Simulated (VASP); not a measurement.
These are G0W0 on PBE orbitals, VASP's PBE PAW potentials (set 64) (plane waves; VASP 6.6.1) values and carry that method's errors.

The input files of a VASP run:

### INCAR
```
SYSTEM  =  KI
PREC  =  Normal; ENCUT  =  500; LREAL  =  F
LASPH  =  T; NBANDS  =  160
ALGO  =  EVGW0
ISMEAR  =  0; SIGMA  =  0.01
GGA  =  PE
LWAVE  =  F; LCHARG  =  F
NELMGW  =  1; NOMEGA  =  64; ENCUTGW  =  200
NBANDSGW  =  16; LSPECTRALGW  =  T
```

POSCAR:
```
KI
1
    0.0000000000     3.5350000000     3.5350000000
    3.5350000000     0.0000000000     3.5350000000
    3.5350000000     3.5350000000     0.0000000000
K I
1 1
Direct
  0.0000000000   0.0000000000   0.0000000000
  0.5000000000   0.5000000000   0.5000000000
```

### KPOINTS
```
Automatic mesh
0
Gamma
4 4 4
0 0 0
```

POTCAR, in this order: K_sv_GW I_GW (PBE.64 set). Program: vasp_std. Read from the step before: WAVECAR, WAVEDER.

Output

OSZICAR:
```
energies w=
    0.000    0.000    0.740    0.000    1.478    0.000    2.213    0.000
    2.943    0.000    3.667    0.000    4.384    0.000    5.093    0.000
    5.793    0.000    6.483    0.000    7.164    0.000    7.836    0.000
    8.498    0.000    9.152    0.000    9.798    0.000   10.436    0.000
   11.067    0.000   11.692    0.000   12.313    0.000   12.930    0.000
   13.545    0.000   14.158    0.000   14.772    0.000   15.387    0.000
   16.005    0.000   16.627    0.000   17.256    0.000   17.893    0.000
   18.540    0.000   19.198    0.000   19.871    0.000   20.561    0.000
   21.269    0.000   22.000    0.000   22.756    0.000   23.541    0.000
   24.359    0.000   25.215    0.000   26.114    0.000   27.061    0.000
   28.065    0.000   29.132    0.000   30.273    0.000   31.497    0.000
   32.819    0.000   34.254    0.000   35.820    0.000   37.540    0.000
   39.443    0.000   41.564    0.000   43.945    0.000   46.643    0.000
   49.729    0.000   53.298    0.000   57.476    0.000   62.437    0.000
   68.425    0.000   75.797    0.000   85.091    0.000   97.162    0.000
  113.458    0.000  136.630    0.000  172.130    0.000  233.212    0.000
NQ=   1    0.0000    0.0000    0.0000,
 performed        196000 updates of chi_q(r,r)
NQ=   2    0.2500    0.0000    0.0000,
 performed        576000 updates of chi_q(r,r)
NQ=   3    0.5000    0.0000    0.0000,
 performed        864000 updates of chi_q(r,r)
NQ=   4    0.2500    0.2500    0.0000,
 performed       1209000 updates of chi_q(r,r)
NQ=   5    0.5000    0.2500    0.0000,
 performed       1671000 updates of chi_q(r,r)
NQ=   6   -0.2500    0.2500    0.0000,
 performed       2082000 updates of chi_q(r,r)
NQ=   7    0.5000    0.5000    0.0000,
 performed       2350000 updates of chi_q(r,r)
NQ=   8   -0.2500    0.5000    0.2500,
 performed       2700000 updates of chi_q(r,r)
 resolving degeneracies of screened two electron integrals
```

**OUTCAR**
```


 k-point   1 :       0.0000    0.0000    0.0000
  band No.  KS-energies  QP-energies   sigma(KS)   V_xc(KS)     V^pw_x(r,r')   Z            occupation Imag(sigma)

      1     -27.9955     -29.5731     -21.1376     -18.5273     -30.7437       0.6044       2.0000       0.6271
      2     -11.4829     -14.2932     -21.3573     -17.7834     -24.6264       0.7863       2.0000       0.1315
      3     -11.4829     -14.2932     -21.3573     -17.7834     -24.6264       0.7863       2.0000       0.1315
      4     -11.4829     -14.2932     -21.3573     -17.7834     -24.6264       0.7863       2.0000       0.1315
      5      -9.9954     -11.4764     -13.9842     -12.1068     -18.9690       0.7889       2.0000       1.3869
      6       0.5037      -1.0855     -13.0918     -11.0863     -14.2204       0.7924       2.0000       0.0765
      7       0.5037      -1.0855     -13.0918     -11.0863     -14.2204       0.7924       2.0000       0.0765
      8       0.5037      -1.0855     -13.0918     -11.0863     -14.2204       0.7924       2.0000       0.0765
      9       4.4561       5.0081      -5.7597      -6.4194      -2.9110       0.8368       0.0000      -0.0718
     10       7.0100       8.1009      -6.3419      -7.6655      -3.3218       0.8242       0.0000      -0.0842
     11       7.0100       8.1009      -6.3419      -7.6655      -3.3218       0.8242       0.0000      -0.0842
     12       7.0100       8.1009      -6.3419      -7.6655      -3.3218       0.8242       0.0000      -0.0842
     13       7.7282       9.2440      -7.4672      -9.3150      -4.3552       0.8203       0.0000      -0.0837
     14       7.7282       9.2440      -7.4672      -9.3150      -4.3552       0.8203       0.0000      -0.0837
     15      10.2870      10.4534      -4.3557      -4.5660      -0.8963       0.7908       0.0000      -0.1836
     16      13.1833      13.8419      -6.5374      -7.3865      -2.4265       0.7757       0.0000      -0.2907

 k-point   2 :       0.2500    0.0000    0.0000
  band No.  KS-energies  QP-energies   sigma(KS)   V_xc(KS)     V^pw_x(r,r')   Z            occupation Imag(sigma)

      1     -27.9945     -29.5738     -21.1381     -18.5295     -30.7455       0.6054       2.0000       0.6268
      2     -11.5605     -14.2571     -20.9100     -17.3968     -24.3009       0.7676       2.0000       0.1927
      3     -11.4840     -14.2904     -21.3535     -17.7806     -24.6216       0.7855       2.0000       0.1298
      4     -11.4840     -14.2904     -21.3535     -17.7806     -24.6216       0.7855       2.0000       0.1298
      5      -9.8542     -11.3792     -14.4635     -12.5669     -19.3168       0.8041       2.0000       1.3121
      6      -0.2527      -1.9251     -12.2443     -10.1216     -13.4740       0.7879       2.0000       0.0870
      7       0.3284      -1.2762     -12.9131     -10.8869     -14.0699       0.7919       2.0000       0.0787
      8       0.3284      -1.2762     -12.9131     -10.8869     -14.0699       0.7919       2.0000       0.0787
      9       5.5496       6.1483      -6.0795      -6.8007      -3.1708       0.8301       0.0000      -0.0772
     10       7.0789       7.9595      -6.3689      -7.4437      -3.3072       0.8194       0.0000      -0.0902
     11       7.6167       8.7696      -6.5292      -7.9323      -3.4165       0.8216       0.0000      -0.0904
     12       7.6167       8.7696      -6.5292      -7.9323      -3.4165       0.8216       0.0000      -0.0904
     13       8.4195       9.9105      -7.5807      -9.4097      -4.3500       0.8152       0.0000      -0.0933
     14       8.4195       9.9105      -7.5807      -9.4097      -4.3500       0.8152       0.0000      -0.0933
     15      10.7686      12.1859      -7.2520      -9.0393      -3.5701       0.7930       0.0000      -0.1502
     16      11.5343      13.3095      -8.0628     -10.3179      -4.3117       0.7872       0.0000      -0.1628

 k-point   3 :       0.5000    0.0000    0.0000
  band No.  KS-energies  QP-energies   sigma(KS)   V_xc(KS)     V^pw_x(r,r')   Z            occupation Imag(sigma)

      1     -27.9935     -29.5733     -21.1386     -18.5317     -30.7474       0.6060       2.0000       0.6266
      2     -11.6281     -14.2464     -20.5936     -17.1219     -24.0721       0.7542       2.0000       0.2336
      3     -11.4852     -14.2858     -21.3497     -17.7779     -24.6169       0.7841       2.0000       0.1282
      4     -11.4852     -14.2858     -21.3497     -17.7779     -24.6169       0.7841       2.0000       0.1282
      5      -9.7204     -11.2784     -14.8127     -12.9227     -19.5720       0.8244       2.0000       1.2534
      6      -0.8103      -2.5656     -11.8800      -9.6339     -13.2599       0.7815       2.0000       0.1009
      7       0.1693      -1.4468     -12.7735     -10.7235     -13.9622       0.7884       2.0000       0.0812
      8       0.1693      -1.4468     -12.7735     -10.7235     -13.9622       0.7884       2.0000       0.0812
      9       6.0184       6.5404      -5.6320      -6.2603      -2.7797       0.8309       0.0000      -0.0789
     10       8.2057       9.2914      -7.0458      -8.3939      -3.7010       0.8054       0.0000      -0.1152
     11       8.6549       9.4241      -6.3820      -7.3248      -3.2189       0.8159       0.0000      -0.0973
     12       8.6549       9.4241      -6.3820      -7.3248      -3.2189       0.8159       0.0000      -0.0973
     13       9.1872      10.9872      -7.6136      -9.8547      -4.1263       0.8032       0.0000      -0.1182
     14       9.1872      10.9872      -7.6136      -9.8547      -4.1263       0.8032       0.0000      -0.1182
     15       9.8098      10.9733      -7.2099      -8.6697      -3.5014       0.7970       0.0000      -0.1379
     16      10.5750      13.0731      -9.3726     -12.5169      -5.6951       0.7945       0.0000      -0.1273

 k-point   4 :       0.2500    0.2500    0.0000
  band No.  KS-energies  QP-energies   sigma(KS)   V_xc(KS)     V^pw_x(r,r')   Z            occupation Imag(sigma)

      1     -27.9942     -29.5751     -21.1384     -18.5302     -30.7461       0.6062       2.0000       0.6271
      2     -11.5396     -14.2603     -21.0344     -17.5029     -24.3871       0.7704       2.0000       0.1728
      3     -11.4919     -14.2948     -21.3361     -17.7596     -24.6062       0.7837       2.0000       0.1333
      4     -11.4919     -14.2948     -21.3361     -17.7596     -24.6062       0.7837       2.0000       0.1333
      5      -9.8644     -11.3759     -14.3449     -12.4684     -19.2275       0.8055       2.0000       1.3336
      6      -0.2756      -1.9509     -12.2725     -10.1436     -13.5233       0.7869       2.0000       0.0881
      7       0.2990      -1.3209     -12.9278     -10.8798     -14.0980       0.7910       2.0000       0.0790
      8       0.2990      -1.3209     -12.9278     -10.8798     -14.0980       0.7910       2.0000       0.0790
      9       5.7852       6.4872      -6.3329      -7.1811      -3.3520       0.8277       0.0000      -0.0787
     10       6.0363       6.8477      -5.7794      -6.7551      -2.9031       0.8316       0.0000      -0.0787
     11       8.1122       9.7482      -7.6928      -9.6930      -4.5113       0.8179       0.0000      -0.0872
     12       8.3941       9.6794      -6.8696      -8.4501      -3.6131       0.8132       0.0000      -0.1019
     13       8.3941       9.6794      -6.8696      -8.4501      -3.6131       0.8132       0.0000      -0.1019
     14       8.6124       9.4829      -6.7918      -7.8663      -3.5373       0.8101       0.0000      -0.1044
     15      10.6100      12.7607      -8.7753     -11.4819      -5.0649       0.7946       0.0000      -0.1331
     16      11.3669      13.0131      -7.6888      -9.7637      -4.0435       0.7934       0.0000      -0.1569

 k-point   5 :       0.5000    0.2500    0.0000
  band No.  KS-energies  QP-energies   sigma(KS)   V_xc(KS)     V^pw_x(r,r')   Z            occupation Imag(sigma)

      1     -27.9932     -29.5833     -21.1390     -18.5324     -30.7478       0.6100       2.0000       0.6272
      2     -11.5718     -14.2766     -20.9112     -17.3882     -24.2940       0.7678       2.0000       0.1898
      3     -11.5015     -14.2966     -21.3087     -17.7312     -24.5800       0.7813       2.0000       0.1341
      4     -11.4932     -14.2925     -21.3322     -17.7565     -24.6014       0.7829       2.0000       0.1317
      5      -9.7848     -11.3246     -14.4832     -12.6258     -19.3253       0.8290       2.0000       1.3119
      6      -0.5229      -2.2514     -12.1708      -9.9702     -13.4997       0.7854       2.0000       0.0936
      7      -0.0364      -1.6932     -12.6056     -10.5010     -13.8388       0.7872       2.0000       0.0843
      8       0.1531      -1.4781     -12.8117     -10.7419     -14.0129       0.7881       2.0000       0.0814
      9       6.1698       6.8967      -5.8586      -6.7352      -2.9625       0.8293       0.0000      -0.0799
     10       7.2078       8.0268      -6.6081      -7.6090      -3.4633       0.8182       0.0000      -0.0914
     11       7.8314       8.6328      -6.3788      -7.3596      -3.2120       0.8171       0.0000      -0.0957
     12       8.7600      10.2111      -7.5081      -9.2927      -4.2458       0.8131       0.0000      -0.0959
     13       9.2111      10.8287      -7.5179      -9.5345      -4.0462       0.8022       0.0000      -0.1202
     14       9.5546      11.5168      -7.8603     -10.3061      -4.3487       0.8022       0.0000      -0.1208
     15      10.2570      12.3365      -8.5277     -11.1366      -4.9604       0.7971       0.0000      -0.1249
     16      10.5484      11.8711      -7.3878      -9.0493      -3.8349       0.7961       0.0000      -0.1405

 k-point   6 :      -0.2500    0.2500    0.0000
  band No.  KS-energies  QP-energies   sigma(KS)   V_xc(KS)     V^pw_x(r,r')   Z            occupation Imag(sigma)

      1     -27.9935     -29.5770     -21.1387     -18.5317     -30.7473       0.6074       2.0000       0.6269
      2     -11.5835     -14.2505     -20.8064     -17.3066     -24.2243       0.7620       2.0000       0.2042
      3     -11.5030     -14.2963     -21.3085     -17.7288     -24.5801       0.7803       2.0000       0.1359
      4     -11.4853     -14.2838     -21.3496     -17.7775     -24.6168       0.7834       2.0000       0.1282
      5      -9.7740     -11.3265     -14.6019     -12.7254     -19.4155       0.8273       2.0000       1.2907
...
```
(Selected blocks of OUTCAR.)

The mesh is coarse and the basis finite, so the quasiparticle values are not converged.

The compound is KI in the rock salt structure. The cell was not relaxed at this level.
